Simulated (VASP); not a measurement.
All values below come from LDA (Ceperley-Alder, Perdew-Zunger), VASP's LDA PAW potentials (set 64) (plane waves; VASP).

A VASP calculation is set up with these files.

File KPOINTS:
```
Automatic mesh
0
Gamma
  9 9 9
0 0 0
```

POSCAR:
```
GaAs
1.0
  0.0000000000   2.8028204692   2.8028204692
  2.8028204692   0.0000000000   2.8028204692
  2.8028204692   2.8028204692   0.0000000000
Ga As
1 1
Direct
  0.0000000000   0.0000000000   0.0000000000
  0.2500000000   0.2500000000   0.2500000000
```

### INCAR
```
SYSTEM=GaAs
PREC=Accurate; ENCUT=400; LREAL=.False.
LASPH=.True.
EDIFF=1E-7; NELM=100; ALGO=Normal
LMAXMIX=4
ISMEAR=-5
ISIF=2
LWAVE=.False.; LCHARG=.True.; LORBIT=11
NEDOS=601
```

POTCAR, in this order: Ga_d As (LDA.64 set). Program: vasp_std.

Task: What will the output report for the number of irreducible k-points (NKPTS), number of bands (NBANDS), largest plane-wave count, number of space-group operations, FFT grid (NGX, NGY, NGZ)?

Result: 
```json
{
 "number of irreducible k-points (NKPTS)": "35",
 "number of bands (NBANDS)": "13",
 "largest_plane_wave_count": "821",
 "number_of_space_group_operations": "24",
 "FFT grid (NGX, NGY, NGZ)": "28 × 28 × 28"
}
```

The compound is GaAs in the zinc blende structure. It was relaxed first.
